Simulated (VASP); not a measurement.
Consider the following.

```xyz
4
Lattice="3.8938 0.0000 0.0000 0.0000 3.8938 0.0000 0.0000 0.0000 4.9895" Properties=species:S:1:pos:R:3 pbc="T T T"
Sn     0.0000     1.9469     1.1744
Sn     1.9469     0.0000     3.8151
O      1.9469     1.9469     0.0000
O      0.0000     0.0000     0.0000
```

These are PBE GGA, VASP's PBE PAW potentials (set 64) (plane waves; VASP) values and carry that method's errors. Settings: 400 eV cut-off, 6×6×5 Γ-centred mesh, Gaussian smearing of 0.020 eV, potentials Sn_d O.

At this cut-off the stress carries a Pulay error, which pulls relaxed volumes low. Energy and stress use the plane-wave basis of the starting cell.

Task: The ions, cell shape and volume are relaxed. Give the cell that the relaxation ends in.

Result: 
```xyz
4
Lattice="3.8415 0.0000 0.0000 0.0000 3.8415 0.0000 0.0000 0.0000 4.8225" Properties=species:S:1:pos:R:3 pbc="T T T"
Sn     0.0000     1.9208     1.1624
Sn     1.9208     0.0000     3.6601
O      1.9208     1.9208     0.0000
O      0.0000     0.0000     0.0000
```
Space group P4/nmm (129), at a tolerance of 0.03 Å.

Task: How do energy and volume change from the first to the last step?

Result: The energy (σ→0) changes by -12.6 meV/atom and the volume by -5.9 %, in 11 ionic steps.

| step | E(σ→0) (eV) | max force (eV/Å) | pressure (GPa) | volume (Å³) |
|---|---|---|---|---|
| 1 | -22.7528 | 0.370 | -4.29 | 75.65 |
| 2 | -22.7447 | 0.963 | 4.71 | 70.24 |
| 3 | -22.7927 | 0.230 | -0.26 | 73.00 |
| 4 | -22.7970 | 0.141 | -0.23 | 72.57 |
| 5 | -22.8001 | 0.043 | -0.08 | 71.69 |
| 6 | -22.8023 | 0.003 | 0.20 | 71.25 |
| 7 | -22.8027 | 0.022 | 0.37 | 70.97 |
| 8 | -22.8023 | 0.092 | -0.58 | 71.41 |
| 9 | -22.8031 | 0.024 | -0.01 | 71.15 |
| 10 | -22.8031 | 0.028 | -0.04 | 71.15 |
| 11 | -22.8031 | 0.002 | -0.01 | 71.17 |

The structure comes from a computed database's SnO entry; how it stands against other phases isn't given here. This run relaxes it. Symmetry was kept, so distortions that lower it aren't found. The run is one of a series of settings (EDIFFG = -0.01, IBRION = 2, ISIF = 3, NSW = 50 against the base run), some of them coarse on purpose.
